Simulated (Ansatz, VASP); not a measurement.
Given: the input of a run of Ansatz 0.2.0 on Rb3Ba.

File input.yaml:

```yaml
crystal:
  lattice:
    - [0.0, 5.5509504683, 5.5509504683]
    - [5.5509504683, 0.0, 5.5509504683]
    - [5.5509504683, 5.5509504683, 0.0]
  atoms:
    - { symbol: Ba, position: [0.0, 0.0, 0.0] }
    - { symbol: Rb, position: [0.5, 0.5, 0.5] }
    - { symbol: Rb, position: [0.75, 0.75, 0.75] }
    - { symbol: Rb, position: [0.25, 0.25, 0.25] }
hamiltonian:
  xc: pbe
  pseudopotentials: { kind: paw }
kpoints:
  mp_grid: { grid: [4, 4, 4] }
scf:
  occupations: { method: fermi_dirac, width: 0.05 }
output:
  forces: true
  stress: true
  eigenvalues: true
```

Potentials or basis: Ansatz PAW.

Launch:

```console
$ ansatz run input.yaml --threads 2 --pin off --max-ram 5120MiB --backend cpu --events-out ev --progress --plain --runs-dir out
```

Task: Translate it to VASP 6.6.1. Potentials there: VASP PAW PBE potentials, release 64 (Ba_sv, Rb_sv).

Result: As run (the cutoff follows the program's own potentials):

File INCAR:

```
  ALGO = Normal
  EDIFF = 1E-7
  ENCUT = 520
  GGA = PE
  ISIF = 2
  ISMEAR = -1
  LASPH = True
  LCHARG = False
  LREAL = False
  LWAVE = False
  NBANDS = 26
  NELM = 60
  PREC = Accurate
  SIGMA = 0.05
```

The input KPOINTS:

```
k-points
0
Gamma
  4 4 4
```

The input POSCAR:

```
Rb3Ba
1.0
    0.0000000000      5.5509504683      5.5509504683
    5.5509504683      0.0000000000      5.5509504683
    5.5509504683      5.5509504683      0.0000000000
Ba Rb
1 3
Direct
    0.0000000000      0.0000000000      0.0000000000
    0.5000000000      0.5000000000      0.5000000000
    0.7500000000      0.7500000000      0.7500000000
    0.2500000000      0.2500000000      0.2500000000
```

Potentials or basis: VASP PAW PBE potentials, release 64 (Ba_sv, Rb_sv).

Launch:

```console
$ cat potpaw_PBE.64/Ba_sv/POTCAR potpaw_PBE.64/Rb_sv/POTCAR > POTCAR
$ mpirun -np 1 vasp_std > vasp.out
```

Both were run:

|  | VASP | Ansatz | Ansatz less VASP |
| --- | --- | --- | --- |
| gap on the k mesh at the Fermi level (eV) | none | none | - |
| pressure (GPa) | -0.1 | -0.1 | 0.00 |

A gap of «none» marks a metal or a gap that the smearing closes.

The runs have no spin-orbit coupling, so splittings on Ba are missing.
